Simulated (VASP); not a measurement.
Consider the following.

```
CELL_PARAMETERS angstrom
      4.61336     0.00000     0.00000
      0.00000     4.61336     0.00000
      0.00000     0.00000     4.61336
ATOMIC_POSITIONS crystal
  Cs 0.00000 0.00000 0.00000
  I  0.50000 0.50000 0.50000
```

Computed with r2SCAN meta-GGA, VASP's PBE PAW potentials (set 64) (plane waves; VASP). Settings: 520 eV cut-off, 7×7×7 Γ-centred mesh, tetrahedra with Blöchl corrections, potentials Cs_sv I.

Unless said otherwise, spin-orbit coupling is left out, though it shifts the bands of the heavy elements here.

Problem. Estimate the energy per atom (σ→0), band gap (over mesh and band path) with the smallest direct gap where there is one.

Solution. 
```json
{
  "band gap (over mesh and band path)": "4.49 eV",
  "smallest direct gap (over mesh and band path)": "4.58 eV",
  "energy per atom (σ→0)": "-26.563 eV/atom"
}
```

Only differences to runs with the same potentials and settings are physical.

The compound is CsI in the CsCl type structure. It was relaxed first.
